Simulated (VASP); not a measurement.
Method: PBE GGA, VASP's PBE PAW potentials (set 64) (plane waves; VASP).

A VASP calculation is set up with these files.

### KPOINTS
```
Automatic mesh
0
Gamma
11 11 11
0 0 0
```

### INCAR
```
# general
SYSTEM  = Ba
PREC    = Accurate
ENCUT   = 500
LREAL   = .False.
LASPH   = .True.

# electronic loop
EDIFF   = 1E-6
NELM    = 100
ALGO    = Normal
LMAXMIX = 4

# smearing
ISMEAR  = 1
SIGMA   = 0.1

# functional
GGA     = PE

# ions
IBRION  = 2
NSW     = 40
ISIF    = 3
EDIFFG  = -0.02
PSTRESS = 100

# output
LWAVE   = .False.
LCHARG  = .False.
```

POSCAR:
```
Ba
1
   -2.2440751574     2.2440751574     2.2440751574
    2.2440751574    -2.2440751574     2.2440751574
    2.2440751574     2.2440751574    -2.2440751574
Ba
1
Direct
  0.0000000000   0.0000000000   0.0000000000
```

POTCAR, in this order: Ba_sv (PBE.64 set). Program: vasp_std.

Task: What will the output report for the number of irreducible k-points (NKPTS), largest plane-wave count, number of space-group operations, FFT grid (NGX, NGY, NGZ)?

Result: 
```
Property                                       Value
--------------------------------------  ------------
number of irreducible k-points (NKPTS)            56
largest plane-wave count                        1159
number of space-group operations                  48
FFT grid (NGX, NGY, NGZ)                28 × 28 × 28
```

The compound is Ba in the bcc structure. This run relaxes it under an external pressure of 10 GPa. Symmetry was kept, so distortions that lower it aren't found.
